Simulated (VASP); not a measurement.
An input for Quantum ESPRESSO's pw.x (written as the equivalent of a VASP run, and not itself run):

```
&CONTROL
  calculation = 'scf'
  pseudo_dir = './pseudo'
  outdir = './out'
  tprnfor = .true.
  tstress = .true.
/
&SYSTEM
  ibrav = 0
  nat = 2
  ntyp = 2
  ecutwfc = 92
  occupations = 'smearing'
  smearing = 'gaussian'
  degauss = 0.003675
  input_dft = 'pbe'
/
&ELECTRONS
  conv_thr = 7.3e-09
  electron_maxstep = 100
/
ATOMIC_SPECIES
  Cu 63.546 Cu.upf
  Cl 35.450 Cl.upf
CELL_PARAMETERS angstrom
     0.0000000    2.7400777    2.7400777
     2.7400777    0.0000000    2.7400777
     2.7400777    2.7400777    0.0000000
ATOMIC_POSITIONS crystal
  Cu   1.0000000  0.0000000  1.0000000
  Cl   0.2500000  0.2500000  0.2500000
K_POINTS automatic
  8 8 8 0 0 0
```

**Question.** Translate this input to VASP (INCAR, KPOINTS, POSCAR, choice of POTCAR).

**Answer.** Several could match; the one computed here: 
### KPOINTS
```
Automatic mesh
0
Gamma
8 8 8
0 0 0
```

**POSCAR**
```
CuCl
1.0
  0.0000000000   2.7400777031   2.7400777031
  2.7400777031   0.0000000000   2.7400777031
  2.7400777031   2.7400777031   0.0000000000
Cu Cl
1 1
Cart
  2.7400777031   5.4801554062   2.7400777031
  1.3700388515   1.3700388515   1.3700388515
```

**INCAR**
```
LWAVE = .FALSE.
ISMEAR = 0
SYSTEM = CuCl
ALGO = Normal   # blocked Davidson
GGA = PE
LMAXMIX = 4
ENCUT = 520   # plane-wave cut-off (eV)
LASPH = .TRUE.   # aspherical one-centre terms
EDIFF = 1E-7
LCHARG = .FALSE.
ISIF = 2   # forces and stress, cell fixed
SIGMA = 0.05
NELM = 100   # most electronic steps
LREAL = .FALSE.   # projection in real space or not
PREC = Accurate
```

POTCAR, in this order: Cu Cl (PBE.64 set). Program: vasp_std.

The two are equivalent in intent, not identical: the potentials are each code's own (VASP's PAW set, PseudoDojo norm-conserving files in pw.x), so ENCUT and ecutwfc are chosen apart and not converted; conv_thr bounds pw.x's estimated SCF error, while EDIFF bounds the energy change between steps.

The compound is CuCl in the zinc blende structure. This cell is one point of a volume scan, at 1.03 of the reference volume.
